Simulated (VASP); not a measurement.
Output of a VASP run:

File OSZICAR:
```
       N       E                     dE             d eps       ncg     rms          rms(c)
DAV:   1     0.642815972734E+02    0.64282E+02   -0.68070E+03   826   0.129E+03
DAV:   2    -0.962745806199E+01   -0.73909E+02   -0.69724E+02   904   0.320E+02
DAV:   3    -0.164529832342E+02   -0.68255E+01   -0.65115E+01  1233   0.747E+01
DAV:   4    -0.165954440579E+02   -0.14246E+00   -0.14217E+00  1221   0.858E+00
DAV:   5    -0.165957942140E+02   -0.35016E-03   -0.35007E-03  1002   0.386E-01    0.270E+01
DAV:   6    -0.152794543633E+02    0.13163E+01   -0.10099E+00  1116   0.862E+00    0.238E+01
DAV:   7    -0.144445211284E+02    0.83493E+00   -0.58776E+00  1165   0.193E+01    0.139E+01
DAV:   8    -0.147936838601E+02   -0.34916E+00   -0.32856E+00  1166   0.137E+01    0.491E+00
DAV:   9    -0.143769476483E+02    0.41674E+00   -0.12301E+00  1190   0.871E+00    0.753E-01
DAV:  10    -0.143744129716E+02    0.25347E-02   -0.23469E-02   939   0.146E+00    0.500E-01
DAV:  11    -0.143710353163E+02    0.33777E-02   -0.11228E-02  1238   0.943E-01    0.249E-01
DAV:  12    -0.143710702258E+02   -0.34909E-04   -0.23247E-03  1182   0.357E-01    0.116E-01
DAV:  13    -0.143710705177E+02   -0.29196E-06   -0.74109E-04  1163   0.277E-01    0.584E-02
DAV:  14    -0.143710544996E+02    0.16018E-04   -0.52353E-05  1002   0.612E-02    0.928E-03
DAV:  15    -0.143710535096E+02    0.98992E-06   -0.65734E-06  1147   0.257E-02
   1 F= -.14371054E+02 E0= -.14370750E+02  d E =-.606672E-03
```

File OUTCAR:
```
------------------------ aborting loop because EDIFF is reached ----------------------------------------
  FORCE on cell =-STRESS in cart. coord.  units (eV):
  Direction    XX          YY          ZZ          XY          YZ          ZX
  --------------------------------------------------------------------------------------
  Total        2.7481020      2.7481020      2.7481020      0.0000000      0.0000000      0.0000000
  in kB      190.1992738    190.1992738    190.1992738      0.0000000      0.0000000      0.0000000
  external PRESSURE =     190.1992738 kB  Pullay stress =       0.0000000 kB
  volume of cell :       23.15
      direct lattice vectors                 reciprocal lattice vectors
     2.850000000  0.000000000  0.000000000     0.350877193  0.000000000  0.000000000
     0.000000000  2.850000000  0.000000000     0.000000000  0.350877193  0.000000000
     0.000000000  0.000000000  2.850000000     0.000000000  0.000000000  0.350877193
 POSITION                                       TOTAL-FORCE (eV/Angst)
 -----------------------------------------------------------------------------------
      0.00000      0.00000      0.00000         0.000000      0.000000      0.000000
      1.42500      1.42500      1.42500         0.000000      0.000000      0.000000
 -----------------------------------------------------------------------------------
    total drift:                                0.000000      0.000000     -0.000000
  FREE ENERGIE OF THE ION-ELECTRON SYSTEM (eV)
  ---------------------------------------------------
  free  energy   TOTEN  =       -14.3710535096 eV

  energy  without entropy=      -14.3704468374  energy(sigma->0) =      -14.37075017
```
(Selected blocks of OUTCAR.)

File POSCAR:
```
TmN
1
    2.8500000000     0.0000000000     0.0000000000
    0.0000000000     2.8500000000     0.0000000000
    0.0000000000     0.0000000000     2.8500000000
Tm N
1 1
Direct
  0.0000000000   0.0000000000   0.0000000000
  0.5000000000   0.5000000000   0.5000000000
```

**Question.** Write an INCAR and KPOINTS that could have produced this output.

**Answer.** Several could match; the one computed here: the input of the run itself, PBE GGA, plane waves, VASP's PBE PAW potentials (set 64).

File KPOINTS:
```
Automatic mesh
0
Gamma
 8 8 8
```

INCAR:
```
SYSTEM = TmN
PREC = Accurate; ENCUT = 520; LREAL = F
LASPH = T
EDIFF = 1E-6; NELM = 100; ALGO = Normal
IMIX = 4; AMIX = 0.2; BMIX = 3.0
LMAXMIX = 6
ISMEAR = 0; SIGMA = 0.05
GGA = PE
ISIF = 2
LWAVE = F; LCHARG = F
```

POTCAR, in this order: Tm_3 N (PBE.64 set). Program: vasp_std.

The 4f electrons are frozen in the core of the lanthanide potential, so 4f levels, which can set the real gap, and their magnetism are missing.

The structure was generated: TmN was put into the CsCl type (Pm-3m), which need not be its known phase. The cell was not relaxed at this level. The run is one of a series of settings (AMIX = 0.2, BMIX = 3.0, IMIX = 4 against the base run), some of them coarse on purpose.
